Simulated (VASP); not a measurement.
These are PBE GGA + U (Dudarev), VASP's PBE PAW potentials (set 64) (plane waves; VASP 6.6.1) values and carry that method's errors.

A VASP calculation is set up with these files.

### POSCAR
```
FeO
1
    4.4166000000     2.2083000000     2.2083000000
    2.2083000000     4.4166000000     2.2083000000
    2.2083000000     2.2083000000     4.4166000000
Fe O
2 2
Direct
  0.0000000000   0.0000000000   0.0000000000
  0.5000000000   0.5000000000   0.5000000000
  0.2500000000   0.2500000000   0.2500000000
  0.7500000000   0.7500000000   0.7500000000
```

### KPOINTS
```
K-points
0
gamma
  8 8 8
0 0 0
```

INCAR:
```
# general
SYSTEM     =  FeO
PREC       =  Accurate
ENCUT      =  520   # plane-wave cut-off (eV)
LREAL      =  .False.   # projection in real space or not
LASPH      =  .True.

# electronic loop
EDIFF      =  1E-6   # SCF stop (eV)
NELM       =  100
ALGO       =  Normal
LMAXMIX    =  4

# smearing
ISMEAR     =  0   # Gaussian
SIGMA      =  0.05   # width (eV)

# functional
GGA        =  PE   # PBE

# spin
ISPIN      =  2   # spin-polarised
MAGMOM     =  4.0 -4.0 2*0.0

# DFT+U
LDAU       =  .True.
LDAUTYPE   =  2   # Dudarev
LDAUL      =  2 -1
LDAUU      =  3.0 0
LDAUJ      =  0 0
LDAUPRINT  =  1

# ions
ISIF       =  2

# output
LWAVE      =  .False.
LCHARG     =  .False.
LORBIT     =  10
```

POTCAR, in this order: Fe O (PBE.64 set). Program: vasp_std.

The run wrote:

OUTCAR:
```
 ion  position               nearest neighbor table
   1  0.000  0.000  0.000-   4 2.21   4 2.21   4 2.21   3 2.21   3 2.21   3 2.21   2 3.12   2 3.12
                             2 3.12   2 3.12   2 3.12   2 3.12
   2  0.500  0.500  0.500-   3 2.21   3 2.21   3 2.21   4 2.21   4 2.21   4 2.21   1 3.12   1 3.12
                             1 3.12   1 3.12   1 3.12   1 3.12
   3  0.250  0.250  0.250-   1 2.21   1 2.21   1 2.21   2 2.21   2 2.21   2 2.21
   4  0.750  0.750  0.750-   2 2.21   2 2.21   2 2.21   1 2.21   1 2.21   1 2.21
  LATTYP: Found a trigonal (rhomboedric) cell.
 ALAT       =     5.4092081990
 COS(alpha) =     0.8333333333
 Subroutine PRICEL returns following result:
  LATTYP: Found a face centered cubic cell.
 ALAT       =     4.4166000000
 Subroutine GETGRP returns: Found 12 space group operations
The static configuration has the point symmetry D_3d.
The dynamic configuration has the point symmetry D_3d.
The overall configuration has the point symmetry D_3d.
 Subroutine INISYM returns: Found 12 space group operations
 Subroutine IBZKPT returns following result:
 Found     65 irreducible k-points:

 Following reciprocal coordinates:
            Coordinates               Weight
  0.000000  0.000000  0.000000      1.000000
  0.125000 -0.000000 -0.000000      6.000000
  0.250000 -0.000000 -0.000000      6.000000
  0.375000  0.000000  0.000000      6.000000
  0.500000 -0.000000 -0.000000      3.000000
  0.125000  0.125000  0.000000      6.000000
  0.250000  0.125000 -0.000000     12.000000
  0.375000  0.125000  0.000000     12.000000
  0.500000  0.125000 -0.000000     12.000000
 -0.375000  0.125000 -0.000000     12.000000
 -0.250000  0.125000  0.000000     12.000000
 -0.125000  0.125000  0.000000      6.000000
  0.250000  0.250000  0.000000      6.000000
  0.375000  0.250000 -0.000000     12.000000
  0.500000  0.250000 -0.000000     12.000000
 -0.375000  0.250000  0.000000     12.000000
 -0.250000  0.250000  0.000000      6.000000
...
```

File OSZICAR:
```
       N       E                     dE             d eps       ncg     rms          rms(c)
DAV:   1     0.260495964973E+03    0.26050E+03   -0.13936E+04  4712   0.185E+03
DAV:   2     0.146342140863E+02   -0.24586E+03   -0.23872E+03  4704   0.396E+02
DAV:   3    -0.305537867593E+02   -0.45188E+02   -0.43524E+02  7494   0.175E+02
DAV:   4    -0.323243414650E+02   -0.17706E+01   -0.17342E+01  6396   0.360E+01
DAV:   5    -0.323678291070E+02   -0.43488E-01   -0.43120E-01  6760   0.488E+00    0.221E+01
DAV:   6    -0.275301963404E+02    0.48376E+01   -0.87858E+01  7902   0.126E+02    0.291E+01
DAV:   7    -0.265665309318E+02    0.96367E+00   -0.88085E+00  6740   0.625E+01    0.134E+01
DAV:   8    -0.266983867026E+02   -0.13186E+00   -0.21296E+00  7142   0.149E+01    0.843E+00
DAV:   9    -0.267127360941E+02   -0.14349E-01   -0.47943E-01  7618   0.676E+00    0.115E+00
DAV:  10    -0.267582777196E+02   -0.45542E-01   -0.11303E-01  8010   0.613E+00    0.479E-01
DAV:  11    -0.267677006364E+02   -0.94229E-02   -0.14429E-02  7054   0.182E+00    0.278E-01
DAV:  12    -0.267704172508E+02   -0.27166E-02   -0.37307E-03  7094   0.106E+00    0.129E-01
DAV:  13    -0.267712062073E+02   -0.78896E-03   -0.19117E-03  6674   0.354E-01    0.570E-02
DAV:  14    -0.267712154057E+02   -0.91984E-05   -0.53018E-05  5398   0.126E-01    0.225E-02
DAV:  15    -0.267712195721E+02   -0.41664E-05   -0.16698E-05  7416   0.455E-02    0.118E-02
DAV:  16    -0.267712220890E+02   -0.25169E-05   -0.32372E-06  4744   0.327E-02    0.418E-03
DAV:  17    -0.267712221063E+02   -0.17310E-07   -0.13067E-06  2770   0.206E-02
   1 F= -.26771222E+02 E0= -.26768598E+02  d E =-.524834E-02  mag=     0.0000
```

### OUTCAR
```
------------------------ aborting loop because EDIFF is reached ----------------------------------------
  FORCE on cell =-STRESS in cart. coord.  units (eV):
  Direction    XX          YY          ZZ          XY          YZ          ZX
  --------------------------------------------------------------------------------------
  Total       -2.4598996     -2.4598996     -2.4598996      0.4382173      0.4382173      0.4382173
  in kB      -91.4942413    -91.4942413    -91.4942413     16.2991848     16.2991848     16.2991848
  external PRESSURE =     -91.4942413 kB  Pullay stress =       0.0000000 kB
  volume of cell :       43.08
      direct lattice vectors                 reciprocal lattice vectors
     4.416600000  2.208300000  2.208300000     0.339627768 -0.113209256 -0.113209256
     2.208300000  4.416600000  2.208300000    -0.113209256  0.339627768 -0.113209256
     2.208300000  2.208300000  4.416600000    -0.113209256 -0.113209256  0.339627768
 POSITION                                       TOTAL-FORCE (eV/Angst)
 -----------------------------------------------------------------------------------
      0.00000      0.00000      0.00000         0.000000      0.000000      0.000000
      4.41660      4.41660      4.41660        -0.000000     -0.000000      0.000000
      2.20830      2.20830      2.20830         0.000000     -0.000000     -0.000000
      6.62490      6.62490      6.62490        -0.000000     -0.000000     -0.000000
 -----------------------------------------------------------------------------------
    total drift:                                0.000000     -0.000000     -0.000000
  FREE ENERGIE OF THE ION-ELECTRON SYSTEM (eV)
  ---------------------------------------------------
  free  energy   TOTEN  =       -26.7712221063 eV

  energy  without entropy=      -26.7659737677  energy(sigma->0) =      -26.76859794

 total charge

# of ion       s       p       d       tot
------------------------------------------
    1        0.271   0.315   6.064   6.650
    2        0.271   0.315   6.064   6.650
    3        1.556   3.412   0.000   4.969
    4        1.556   3.412   0.000   4.969
--------------------------------------------------
tot          3.654   7.455  12.128  23.237

 magnetization (x)

# of ion       s       p       d       tot
------------------------------------------
    1        0.010   0.009   3.654   3.672
    2       -0.010  -0.009  -3.654  -3.672
    3        0.000   0.000   0.000   0.000
    4        0.000   0.000   0.000   0.000
--------------------------------------------------
tot          0.000   0.000   0.000   0.000
```
(Selected blocks of OUTCAR.)

The compound is FeO in the rock salt, AFM-II order structure. The cell was not relaxed at this level. The run is one of a series of settings (LDAU = .TRUE., LDAUJ = 0 0, LDAUL = 2 -1, LDAUTYPE = 2, LDAUU = 3.0 0 against the base run), some of them coarse on purpose. A gapless solution with U can be a metastable orbital state.
